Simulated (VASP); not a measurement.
An input for Quantum ESPRESSO's pw.x (written as the equivalent of a VASP run, and not itself run):

```
&CONTROL
  calculation = 'vc-relax'
  pseudo_dir = './pseudo'
  outdir = './out'
  tprnfor = .true.
  tstress = .true.
  nstep = 60
  forc_conv_thr = 0.00078
/
&SYSTEM
  ibrav = 0
  nat = 4
  ntyp = 2
  ecutwfc = 84
  occupations = 'smearing'
  smearing = 'gaussian'
  degauss = 0.003675
  input_dft = 'vdw-df2'
/
&ELECTRONS
  conv_thr = 7.3e-08
  electron_maxstep = 100
/
&IONS
/
&CELL
/
ATOMIC_SPECIES
  Zn 65.380 Zn.upf
  S 32.060 S.upf
CELL_PARAMETERS angstrom
     1.8920628   -3.2771489    0.0000000
     1.8920628    3.2771489    0.0000000
     0.0000000    0.0000000    6.1960445
ATOMIC_POSITIONS crystal
  Zn   0.6666670  0.3333330  0.5001341
  Zn   0.3333330  0.6666670  0.0001341
  S    0.6666670  0.3333330  0.8748659
  S    0.3333330  0.6666670  0.3748659
K_POINTS automatic
  6 6 4 0 0 0
```

Q: Translate this input to VASP (INCAR, KPOINTS, POSCAR, choice of POTCAR).

A: Several could match; the one computed here: 
### POSCAR
```
ZnS
1.0
  1.8920628452  -3.2771489377   0.0000000000
  1.8920628452   3.2771489377   0.0000000000
  0.0000000000   0.0000000000   6.1960444571
Zn S
2 2
direct
  0.6666670000   0.3333330000   0.5001341469
  0.3333330000   0.6666670000   0.0001341469
  0.6666670000   0.3333330000   0.8748658531
  0.3333330000   0.6666670000   0.3748658531
```

File KPOINTS:
```
Automatic mesh
0
Gamma
6 6 4
0 0 0
```

### INCAR
```
AGGAC = 0.0
LREAL = .FALSE.
EDIFF = 1E-6   ! SCF stop (eV)
LMAXMIX = 4   ! l cut-off of mixed one-centre charges
PREC = Accurate
SIGMA = 0.05   ! width (eV)
ENCUT = 520
NELM = 100
ISMEAR = 0   ! Gaussian
ALGO = Normal   ! blocked Davidson
NSW = 60
LWAVE = .FALSE.
EDIFFG = -0.02   ! ionic stop
ZAB_VDW = -1.8867
LCHARG = .FALSE.
ISIF = 3   ! ions, shape and volume
LASPH = .TRUE.
SYSTEM = ZnS
GGA = ML
IBRION = 2   ! conjugate gradients
LUSE_VDW = .TRUE.
```

POTCAR, in this order: Zn S (PBE.64 set). Program: vasp_std.

Limits of the translation: the potentials are each code's own (VASP's PAW set, PseudoDojo norm-conserving files in pw.x), so ENCUT and ecutwfc are chosen apart and not converted; conv_thr bounds pw.x's estimated SCF error, while EDIFF bounds the energy change between steps; forc_conv_thr acts on force components and is met together with etot_conv_thr.

The compound is ZnS in the wurtzite structure, the high-temperature form. This run relaxes it. Symmetry was kept, so distortions that lower it aren't found.
